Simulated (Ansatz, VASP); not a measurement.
# One calculation of BiAs, two programs

Contents of INCAR:

```
SYSTEM = BiAs
ALGO = Normal ; EDIFF = 1E-6
EDIFFG = -0.01 ; ENCUT = 600
GGA = PE ; IBRION = 2
ISIF = 3 ; ISMEAR = 0
LASPH = .True. ; LCHARG = .False.
LREAL = .False. ; LWAVE = .False.
NELM = 100 ; NSW = 100
PREC = Accurate ; SIGMA = 0.1
```

KPOINTS

```
k-points
0
Gamma
  16 16 16
  0 0 0
```

POSCAR

```
BiAs
1.0
    0.0000000000      3.0165952298      3.0165952298
    3.0165952298      0.0000000000      3.0165952298
    3.0165952298      3.0165952298      0.0000000000
Bi As
1 1
Direct
    0.5000000000      0.5000000000      0.5000000000
    0.0000000000      0.0000000000      0.0000000000
```

Input for Ansatz:

```yaml
crystal:
  lattice:
    - [0.0, 3.0165952298, 3.0165952298]
    - [3.0165952298, 0.0, 3.0165952298]
    - [3.0165952298, 3.0165952298, 0.0]
  atoms:
    - { symbol: Bi, position: [0.5, 0.5, 0.5] }
    - { symbol: As, position: [0.0, 0.0, 0.0] }
basis:
  ecutwfc: 420
kpoints:
  mp_grid: { grid: [16, 16, 16] }
hamiltonian:
  xc: pbe
scf:
  occupations: { method: gaussian, width: 0.1 }
output:
  forces: true
  stress: true
  eigenvalues: true
  write_density: true
  write_potential: true
  elf: true
  volumetric_format: npy
relax:
  adjacent_minimum: "off"
  f_tol: 0.01
  max_steps: 80
  cell: { stress_tol: 0.05 }
```

Alike in both runs: task relaxation of cell and atoms; functional PBE; k mesh 16 × 16 × 16; occupations gaussian, width 0.1 eV; no spin polarisation.

|  | VASP | Ansatz |
| --- | --- | --- |
| version | VASP 6.6.1 | Ansatz 0.2.0 |
| potentials or method | VASP PAW PBE potentials, release 64 (Bi_d, As) | scalar-relativistic, plane waves, PAW |
| plane-wave cutoff (eV) | 600 | 420 |
| valence electrons in the cell | 20 | 30 |

```csv
,VASP,Ansatz,Ansatz less VASP
"gap on the k mesh at the Fermi level, each at its own relaxed structure (eV)",none,none,-
relaxed volume (Å³/atom),27.45,27.45,0.000
relaxed cell length with the largest relative difference (Å),4.266,4.266,0.0000
```

A gap of «none» marks a metal or a gap that the smearing closes. The two sets of potentials don't hold the same shells in valence.

Caveats: the relaxation stopped at its first step, so nothing moved; spin-orbit coupling is left out, which moves the levels of the heavy elements.
